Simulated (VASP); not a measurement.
Consider the following.

```yaml
crystal:
  lattice:
    - [2.29400, -3.97333, 0.00000]
    - [2.29400, 3.97333, 0.00000]
    - [0.00000, 0.00000, 7.50267]
  atoms:
    - { symbol: Ag, position: [0.66667, 0.33333, 0.50008] }
    - { symbol: Ag, position: [0.33333, 0.66667, 0.00008] }
    - { symbol: I, position: [0.66667, 0.33333, 0.87492] }
    - { symbol: I, position: [0.33333, 0.66667, 0.37492] }
```

These are PBE GGA with D4 dispersion, VASP's PBE PAW potentials (set 64) (plane waves; VASP 6.6.1) values and carry that method's errors. Run with 520 eV cut-off, Gaussian smearing of 0.050 eV, potentials Ag I.

Unless said otherwise, spin-orbit coupling is left out, though it shifts the bands of the heavy elements here.

Task: Give the energies of bands 8 to 21 at the high-symmetry points, in eV from the valence-band maximum.

Result: 
| band | Γ | M | K | A | L | H |
|---|---|---|---|---|---|---|
| 8 | -4.07 | -3.74 | -3.80 | -4.15 | -3.87 | -3.79 |
| 9 | -3.13 | -3.11 | -3.15 | -3.07 | -3.03 | -3.14 |
| 10 | -3.13 | -3.05 | -3.15 | -3.07 | -3.03 | -3.14 |
| 11 | -3.03 | -3.00 | -3.13 | -3.07 | -2.94 | -2.90 |
| 12 | -3.03 | -2.99 | -3.12 | -3.07 | -2.94 | -2.90 |
| 13 | -2.93 | -2.74 | -2.62 | -1.70 | -2.82 | -2.77 |
| 14 | -0.72 | -2.63 | -2.62 | -1.70 | -2.82 | -2.77 |
| 15 | -0.72 | -2.21 | -2.56 | -0.37 | -1.25 | -1.94 |
| 16 | -0.07 | -1.79 | -1.53 | -0.37 | -1.25 | -1.94 |
| 17 | 0.00 | -1.04 | -1.53 | -0.37 | -1.24 | -1.14 |
| 18 | 0.00 | -0.72 | -1.33 | -0.37 | -1.24 | -1.14 |
| 19 | 1.37 | 3.34 | 4.39 | 2.66 | 3.26 | 3.93 |
| 20 | 2.63 | 3.58 | 4.51 | 2.66 | 3.26 | 3.93 |
| 21 | 5.74 | 4.81 | 4.51 | 5.63 | 4.86 | 5.69 |

The gap is direct, 1.37 eV, from the valence maximum at Γ to the conduction minimum at Γ.

The compound is AgI in the wurtzite structure. It was relaxed first.
